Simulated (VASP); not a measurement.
These are PBE GGA with D3 dispersion (zero damping), VASP's PBE PAW potentials (set 64) (plane waves; VASP) values and carry that method's errors.

Input for VASP

### INCAR
```
ALGO = Normal
EDIFF = 1E-7
EDIFFG = -0.01
ENCUT = 520
GGA = PE
IBRION = 2
ISIF = 4
ISMEAR = 1
IVDW = 11
LASPH = .True.
LCHARG = .False.
LMAXMIX = 4
LREAL = .False.
LWAVE = .False.
NELM = 100
NSW = 30
PREC = Accurate
SIGMA = 0.1
SYSTEM = Zr
```

KPOINTS:
```
kpoints
0
Gamma
13 13 7
```

File POSCAR:
```
Zr
1.0
  1.6232679901  -2.8115825803   0.0000000000
  1.6232679901   2.8115825803   0.0000000000
  0.0000000000   0.0000000000   5.2262760996
Zr
2
Direct
  0.3333330000   0.6666670000   0.2500000000
  0.6666670000   0.3333330000   0.7500000000
```

POTCAR, in this order: Zr_sv (PBE.64 set). Program: vasp_std.

Output of the run:

### OUTCAR
```
 ion  position               nearest neighbor table
   1  0.333  0.667  0.250-   2 3.22   2 3.22   2 3.22   2 3.22   2 3.22   2 3.22
   2  0.667  0.333  0.750-   1 3.22   1 3.22   1 3.22   1 3.22   1 3.22   1 3.22
  LATTYP: Found a hexagonal cell.
 ALAT       =     3.2465359344
 C/A-ratio  =     1.6098007862
 Subroutine PRICEL returns:
 Original cell was already a primitive cell.
 Subroutine GETGRP returns: Found 24 space group operations
The static configuration has the point symmetry D_3d.
 The point group associated with its full space group is D_6h.
The dynamic configuration has the point symmetry D_3d.
 Subroutine INISYM returns: Found 24 space group operations
 Subroutine IBZKPT returns following result:
 Found     84 irreducible k-points:

 Following reciprocal coordinates:
            Coordinates               Weight
  0.000000  0.000000  0.000000      1.000000
  0.076923  0.000000  0.000000      6.000000
  0.153846  0.000000  0.000000      6.000000
  0.230769 -0.000000  0.000000      6.000000
  0.307692  0.000000  0.000000      6.000000
  0.384615  0.000000  0.000000      6.000000
  0.461538  0.000000  0.000000      6.000000
  0.076923  0.076923  0.000000      6.000000
  0.153846  0.076923  0.000000     12.000000
  0.230769  0.076923  0.000000     12.000000
  0.307692  0.076923  0.000000     12.000000
  0.384615  0.076923  0.000000     12.000000
  0.461538  0.076923  0.000000      6.000000
  0.153846  0.153846  0.000000      6.000000
  0.230769  0.153846  0.000000     12.000000
  0.307692  0.153846  0.000000     12.000000
  0.384615  0.153846  0.000000     12.000000
  0.230769  0.230769  0.000000      6.000000
  0.307692  0.230769  0.000000     12.000000
  0.384615  0.230769  0.000000      6.000000
  0.307692  0.307692  0.000000      6.000000
  0.000000  0.000000  0.142857      2.000000
...
```

OSZICAR:
```
       N       E                     dE             d eps       ncg     rms          rms(c)
DAV:   1     0.219383365676E+03    0.21938E+03   -0.13587E+04  2688   0.148E+03
DAV:   2    -0.324282629309E+01   -0.22263E+03   -0.22069E+03  3464   0.414E+02
DAV:   3    -0.175076275933E+02   -0.14265E+02   -0.14183E+02  5088   0.785E+01
DAV:   4    -0.177701676130E+02   -0.26254E+00   -0.26236E+00  2944   0.119E+01
DAV:   5    -0.177779706687E+02   -0.78031E-02   -0.78030E-02  4344   0.135E+00    0.137E+01
DAV:   6    -0.171521236829E+02    0.62585E+00   -0.10051E+00  2776   0.877E+00    0.530E+00
DAV:   7    -0.170288259813E+02    0.12330E+00   -0.64387E-01  3824   0.610E+00    0.113E+00
DAV:   8    -0.170343858547E+02   -0.55599E-02   -0.40006E-02  3552   0.166E+00    0.295E-01
DAV:   9    -0.170346250838E+02   -0.23923E-03   -0.20723E-03  3232   0.487E-01    0.368E-02
DAV:  10    -0.170345766973E+02    0.48387E-04   -0.57433E-05  4032   0.503E-02    0.244E-02
DAV:  11    -0.170345760898E+02    0.60751E-06   -0.11490E-05  2984   0.434E-02    0.395E-03
DAV:  12    -0.170345761133E+02   -0.23514E-07   -0.40944E-07  3280   0.473E-03
   1 F= -.17854323E+02 E0= -.17854451E+02  d E =-.178543E+02
       N       E                     dE             d eps       ncg     rms          rms(c)
DAV:   1    -0.170348452762E+02   -0.26919E-03   -0.17058E-02  2688   0.123E+00    0.915E-02
DAV:   2    -0.170346459767E+02    0.19930E-03   -0.51709E-04  3120   0.181E-01    0.438E-02
DAV:   3    -0.170345865997E+02    0.59377E-04   -0.24153E-04  3704   0.112E-01    0.732E-03
DAV:   4    -0.170345868525E+02   -0.25284E-06   -0.39404E-06  3088   0.191E-02    0.348E-03
DAV:   5    -0.170345871220E+02   -0.26942E-06   -0.23509E-07  2688   0.458E-03    0.272E-04
DAV:   6    -0.170345871085E+02    0.13489E-07   -0.13071E-08  1736   0.115E-03
   2 F= -.17854370E+02 E0= -.17854471E+02  d E =-.478972E-04
```

OUTCAR:
```
------------------------ aborting loop because EDIFF is reached ----------------------------------------
 Edisp (eV)   -0.81978
  FORCE on cell =-STRESS in cart. coord.  units (eV):
  Direction    XX          YY          ZZ          XY          YZ          ZX
  --------------------------------------------------------------------------------------
  Total      -1.54068    -1.54068    -1.56838    -0.00000    -0.00000     0.00000
  in kB     -51.74410   -51.74410   -52.67417    -0.00000    -0.00000     0.00000
  external pressure =      -52.05 kB  Pullay stress =        0.00 kB
  volume of cell :       47.70
      direct lattice vectors                 reciprocal lattice vectors
     1.624110054 -2.813041081  0.000000000     0.307860911 -0.177743583  0.000000000
     1.624110054  2.813041081  0.000000000     0.307860911  0.177743583  0.000000000
    -0.000000000  0.000000000  5.220858090     0.000000000  0.000000000  0.191539395
 POSITION                                       TOTAL-FORCE (eV/Angst)
 -----------------------------------------------------------------------------------
      1.62411      0.93768      1.30521         0.000000      0.000000      0.000000
      1.62411     -0.93768      3.91564        -0.000000      0.000000      0.000000
 -----------------------------------------------------------------------------------
    total drift:                                0.000000      0.001139     -0.000019
  FREE ENERGIE OF THE ION-ELECTRON SYSTEM (eV)
  ---------------------------------------------------
  free  energy   TOTEN  =       -17.8543704938 eV

  energy  without entropy=      -17.8546730963  energy(sigma->0) =      -17.85447136

 reached required accuracy - stopping structural energy minimisation
```
(Selected blocks of OUTCAR.)

### CONTCAR
```
Zr
   1.00000000000000
     1.6241100536667452   -2.8130410810518796    0.0000000000000000
     1.6241100536667452    2.8130410810518796    0.0000000000000000
    -0.0000000000000000    0.0000000000000000    5.2208580902877175
  Zr
     2
Direct
     0.3333330000000032    0.6666669999999968    0.2500000000000000
     0.6666669999999968    0.3333330000000032    0.7500000000000000
```

**OUTCAR**
```
 val. band max:        8.7422469889   @ k =   0.1538   0.0000   0.0000

 cond. band min:       8.7588170271   @ k =   0.2308   0.1538   0.4286


 Fermi energy:         8.7514959893

 k-point     1 :       0.0000    0.0000    0.0000
  band No.  band energies     occupation
      1     -40.1587      2.00000
      2     -40.0241      2.00000
      3     -18.6298      2.00000
      4     -17.8246      2.00000
      5     -17.8246      2.00000
      6     -17.7164      2.00000
      7     -17.6994      2.00000
      8     -17.6994      2.00000
      9       3.1134      2.00000
     10       5.7539      2.00000
     11       9.5995     -0.00000
     12       9.5996     -0.00000
     13       9.6529     -0.00000
     14       9.7375     -0.00000
     15      10.2487     -0.00000
     16      10.2487     -0.00000

 k-point     2 :       0.0769    0.0000    0.0000
  band No.  band energies     occupation
      1     -40.1525      2.00000
      2     -40.0213      2.00000
      3     -18.6130      2.00000
      4     -17.8625      2.00000
      5     -17.8369      2.00000
      6     -17.7387      2.00000
      7     -17.7232      2.00000
      8     -17.7046      2.00000
      9       3.2759      2.00000
     10       5.9042      2.00000
     11       9.1942     -0.00000
     12       9.4322     -0.00000
     13       9.7498     -0.00000
     14       9.9639     -0.00000
     15      10.1152     -0.00000
     16      10.3900     -0.00000

 k-point     3 :       0.1538    0.0000    0.0000
  band No.  band energies     occupation
      1     -40.1351      2.00000
      2     -40.0140      2.00000
      3     -18.5649      2.00000
      4     -17.9674      2.00000
      5     -17.8698      2.00000
      6     -17.8451      2.00000
      7     -17.7439      2.00000
      8     -17.7198      2.00000
      9       3.7382      2.00000
     10       6.3000      2.00000
     11       8.6801      1.92956
     12       8.7422      1.15580
     13       9.7351     -0.00000
...
```

The compound is Zr in the hcp structure. This cell is one point of a volume scan, at 1.06 of the reference volume. Symmetry was kept, so distortions that lower it aren't found.
